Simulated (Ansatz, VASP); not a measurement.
# One calculation of B3Au5, two programs

The input INCAR:

```
SYSTEM = B3Au5
PREC = Accurate ; ENCUT = 520
EDIFF = 1E-6 ; ISMEAR = 0
SIGMA = 0.1 ; LREAL = .False.
LASPH = .True. ; NELM = 80
ALGO = Fast ; ISIF = 2
LWAVE = .False. ; LCHARG = .False.
GGA = PE ; NBANDS = 42
```

KPOINTS

```
Automatic mesh
0
Gamma
  4 4 4
  0 0 0
```

The input POSCAR:

```
B3Au5
1.0
    0.0000000000      4.0148960600      4.0148960600
    4.0148960600      0.0000000000      4.0148960600
    4.0148960600      4.0148960600      0.0000000000
B Au
3 5
Direct
    0.2500000000      0.2500000000      0.2500000000
    0.5000000000      0.5000000000      0.5000000000
    0.0000000000      0.0000000000      0.0000000000
    0.1446318800      0.1446318800      0.1446318800
    0.1446318800      0.1446318800      0.5661043700
    0.1446318800      0.5661043700      0.1446318800
    0.5661043700      0.1446318800      0.1446318800
    0.7500000000      0.7500000000      0.7500000000
```

Input for Ansatz:

```yaml
crystal:
  lattice:
    - [0.0, 4.01489606, 4.01489606]
    - [4.01489606, 0.0, 4.01489606]
    - [4.01489606, 4.01489606, 0.0]
  atoms:
    - { symbol: B, position: [0.25, 0.25, 0.25] }
    - { symbol: B, position: [0.5, 0.5, 0.5] }
    - { symbol: B, position: [0.0, 0.0, 0.0] }
    - { symbol: Au, position: [0.14463188, 0.14463188, 0.14463188] }
    - { symbol: Au, position: [0.14463188, 0.14463188, 0.56610437] }
    - { symbol: Au, position: [0.14463188, 0.56610437, 0.14463188] }
    - { symbol: Au, position: [0.56610437, 0.14463188, 0.14463188] }
    - { symbol: Au, position: [0.75, 0.75, 0.75] }
basis:
  ecutwfc: 420
kpoints:
  mp_grid: { grid: [4, 4, 4] }
hamiltonian:
  xc: pbe
scf:
  occupations: { method: gaussian, width: 0.1 }
  lower_state_search: "off"
output:
  forces: true
  stress: true
  eigenvalues: true
```

Alike in both runs: task single point; functional PBE; k mesh 4 × 4 × 4; occupations gaussian, width 0.1 eV; no spin polarisation.

|  | VASP | Ansatz |
| --- | --- | --- |
| version | VASP 6.6.1 | Ansatz 0.2.0 |
| potentials or method | VASP PAW PBE potentials, release 64 (B, Au) | scalar-relativistic, plane waves, PAW |
| plane-wave cutoff (eV) | 520 | 420 |
| valence electrons in the cell | 64 | 104 |

VASP gave:

| Item | Value |
| --- | --- |
| gap on the k mesh at the Fermi level (eV) | none |
| rms of the force components (eV/Å) | 16.311 |

Q: Estimate Ansatz's values.

A: gap on the k mesh at the Fermi level (eV): none; rms of the force components (eV/Å): 15.701.

Atom by atom the forces differ by 0.611 eV/Å (rms over components). A gap of «none» marks a metal or a gap that the smearing closes. The functional is the same, so the differences come from potentials, cutoffs and numerics. The two sets of potentials don't hold the same shells in valence.

Caveats: forces of over 1 eV/Å show positions far from the minimum, so gaps and moduli don't describe the material at rest. Spin-orbit coupling is left out, which matters for the levels of Au.
